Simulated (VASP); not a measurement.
Data:

```
HfN
1.0
    0.00000     2.22255     2.22255
    2.22255     0.00000     2.22255
    2.22255     2.22255     0.00000
Hf N
1 1
Direct
  0.00000   0.00000   0.00000
  0.50000   0.50000   0.50000
```

Calculation: PBEsol GGA, VASP's PBE PAW potentials (set 64) (plane waves; VASP). Settings: 520 eV cut-off, 14×14×14 Γ-centred mesh, first-order Methfessel-Paxton smearing of 0.10 eV, potentials Hf_pv N.

Problem. The job: HfN (rock salt), 2 atoms, PBEsol, static run, 520 eV, 14×14×14 Γ-centred mesh. Roughly how much core time does it take on a busy server core?

Solution. About 30 core-seconds (one run on a shared machine, a rough figure). It had 104 irreducible k-points, 11 bands, up to 609 plane waves and 13 electronic steps.

The compound is HfN in the rock salt structure. This cell is one point of a volume scan, at 0.97 of the reference volume.
